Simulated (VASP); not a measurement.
## Static calculation, Fe

System: Fe, 1 atom in the cell.

VASP input. INCAR
```
ISMEAR = -1
SIGMA = 0.1
ISIF = 2
NBANDS = 14
LASPH = .TRUE.
LMAXMIX = 4
NELM = 200
LREAL = .FALSE.
EDIFF = 1E-6
ALGO = Normal
PREC = Accurate
ENCUT = 381.2
```

KPOINTS
```
mesh
0
Gamma
12 12 12
0 0 0
```

POSCAR
```
Fe
1.0
    -1.433000    1.433000    1.433000
     1.433000   -1.433000    1.433000
     1.433000    1.433000   -1.433000
Fe
1
Direct
  0.000000 0.000000 0.000000
```

Potentials (PBE.64), in the order of POSCAR: Fe_pv

Output, in brief

```yaml
Pressure: -23.93 GPa
Free_energy_TOTEN: -7.7524 eV
Energy_σ→0: -7.6911 eV
Smearing_term_TS: 122.5 meV/atom
Valence_electrons: 14
Irreducible_k-points: 72
Command: vasp_std
Hardware: 1 core of an Intel Xeon Platinum 8488C, shared host
Wall_time: about 3.3 s
Peak_memory: 0.12 GiB
```

Stress in kB (compression positive), XX YY ZZ XY YZ ZX:
```
-239.25  -239.25  -239.25  0.00  0.00  0.00
```

VASP prints the stress at a fixed plane-wave basis, so it holds the Pulay stress of this cutoff.

The k-mesh is modest, so these values aren't fully converged in k. Spin polarisation is left out, and a magnetic state may lie lower.
